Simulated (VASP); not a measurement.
All values below come from PBEsol GGA, VASP's PBE PAW potentials (set 64) (plane waves; VASP).

VASP input:

### POSCAR
```
Al3Sc
1
    3.9524570413     0.0000000000    -0.0000000000
    0.0000000000     3.9524570413     0.0000000000
   -0.0000000000    -0.0000000000     3.9524570413
Sc Al
1 3
Direct
  0.0000000000   0.0000000000   0.0000000000
  0.0000000000   0.5000000000   0.5000000000
  0.5000000000   0.0000000000   0.5000000000
  0.5000000000   0.5000000000   0.0000000000
```

File KPOINTS:
```
Automatic mesh
0
Gamma
 8 8 8
```

### INCAR
```
# general
SYSTEM  = Al3Sc
PREC    = Accurate
ENCUT   = 500
LREAL   = .False.
LASPH   = .True.

# electronic loop
EDIFF   = 1E-6
NELM    = 100
ALGO    = Normal
LMAXMIX = 4

# smearing
ISMEAR  = 1
SIGMA   = 0.1

# functional
GGA     = PS

# ions
IBRION  = 2
NSW     = 40
ISIF    = 3
EDIFFG  = -0.02
PSTRESS = 100

# output
LWAVE   = .False.
LCHARG  = .False.
```

POTCAR, in this order: Sc_sv Al (PBE.64 set). Program: vasp_std.

The resulting files:

### OSZICAR
```
       N       E                     dE             d eps       ncg     rms          rms(c)
DAV:   1     0.116880464150E+03    0.11688E+03   -0.83245E+03   988   0.127E+03
DAV:   2    -0.132870224644E+02   -0.13017E+03   -0.12809E+03   992   0.373E+02
DAV:   3    -0.214060886965E+02   -0.81191E+01   -0.77791E+01  1532   0.748E+01
DAV:   4    -0.215447346036E+02   -0.13865E+00   -0.13845E+00  1384   0.105E+01
DAV:   5    -0.215483033458E+02   -0.35687E-02   -0.35684E-02  1402   0.157E+00    0.111E+01
DAV:   6    -0.206815352106E+02    0.86677E+00   -0.41524E+00  1602   0.255E+01    0.426E+00
DAV:   7    -0.206181330673E+02    0.63402E-01   -0.78687E-02  1050   0.225E+00    0.224E+00
DAV:   8    -0.205937557722E+02    0.24377E-01   -0.35124E-02  1430   0.159E+00    0.239E-01
DAV:   9    -0.205933413771E+02    0.41440E-03   -0.33441E-03  1226   0.449E-01    0.115E-01
DAV:  10    -0.205932684795E+02    0.72898E-04   -0.27293E-04  1530   0.159E-01    0.961E-02
DAV:  11    -0.205932734127E+02   -0.49333E-05   -0.28815E-05  1248   0.404E-02    0.942E-02
DAV:  12    -0.205932579657E+02    0.15447E-04   -0.48658E-05  1154   0.351E-02    0.532E-03
DAV:  13    -0.205932581273E+02   -0.16160E-06   -0.20050E-06  1140   0.110E-02
   1 F= -.16739443E+02 E0= -.16739024E+02  d E =-.167394E+02
```

OUTCAR:
```
------------------------ aborting loop because EDIFF is reached ----------------------------------------
  FORCE on cell =-STRESS in cart. coord.  units (eV):
  Direction    XX          YY          ZZ          XY          YZ          ZX
  --------------------------------------------------------------------------------------
  Total        3.8478200      3.8478200      3.8478200     -0.0000000      0.0000000      0.0000000
  in kB       99.8444328     99.8444328     99.8444328     -0.0000000      0.0000000      0.0000000
  external PRESSURE =      -0.1555672 kB  Pullay stress =     100.0000000 kB
  volume of cell :       61.74
      direct lattice vectors                 reciprocal lattice vectors
     3.952457041  0.000000000  0.000000000     0.253007177  0.000000000  0.000000000
     0.000000000  3.952457041  0.000000000     0.000000000  0.253007177  0.000000000
     0.000000000  0.000000000  3.952457041     0.000000000  0.000000000  0.253007177
 POSITION                                       TOTAL-FORCE (eV/Angst)
 -----------------------------------------------------------------------------------
      0.00000      0.00000      0.00000         0.000000      0.000000      0.000000
      0.00000      1.97623      1.97623         0.000000      0.000000      0.000000
      1.97623      0.00000      1.97623         0.000000      0.000000      0.000000
      1.97623      1.97623      0.00000         0.000000      0.000000      0.000000
 -----------------------------------------------------------------------------------
    total drift:                               -0.000000     -0.000000      0.000000
  FREE ENERGIE OF THE ION-ELECTRON SYSTEM (eV)
  ---------------------------------------------------
  free  energy   TOTEN  =       -20.5932581273 eV

  energy  without entropy=      -20.5920021669  energy(sigma->0) =      -20.59283947
  enthalpy is  TOTEN    =       -16.7394428624 eV   P V=        3.8538152649

 reached required accuracy - stopping structural energy minimisation
```
(Selected blocks of OUTCAR.)

The compound is Al3Sc in the L1_2 structure. It was relaxed first under an external pressure of 10 GPa.
